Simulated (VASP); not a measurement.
```yaml
crystal:
  lattice:
    - [0.00000, 3.10823, 3.10823]
    - [3.10823, 0.00000, 3.10823]
    - [3.10823, 3.10823, 0.00000]
  atoms:
    - { symbol: Pb, position: [0.00000, 0.00000, 0.00000] }
    - { symbol: Se, position: [0.50000, 0.50000, 0.50000] }
```

Computed with PBE GGA, VASP's PBE PAW potentials (set 64) (plane waves; VASP 6.6.1). Run with PREC = Normal, EDIFF = 1E-5, 400 eV cut-off, 8×8×8 Γ-centred mesh, Gaussian smearing of 0.050 eV, potentials Pb_d Se.

Unless said otherwise, spin-orbit coupling is left out, though it shifts the bands of the heavy elements here.

Predict the energy per atom (σ→0), band gap (on the k-mesh) with the smallest direct gap where there is one.

- band gap (on the k-mesh): 0.44 eV
- smallest direct gap (on the k-mesh): 0.44 eV
- energy per atom (σ→0): -4.099 eV/atom

Total energies compare only between runs with the same potentials, cut-off and functional.

The compound is PbSe in the rock salt structure. It was relaxed first.
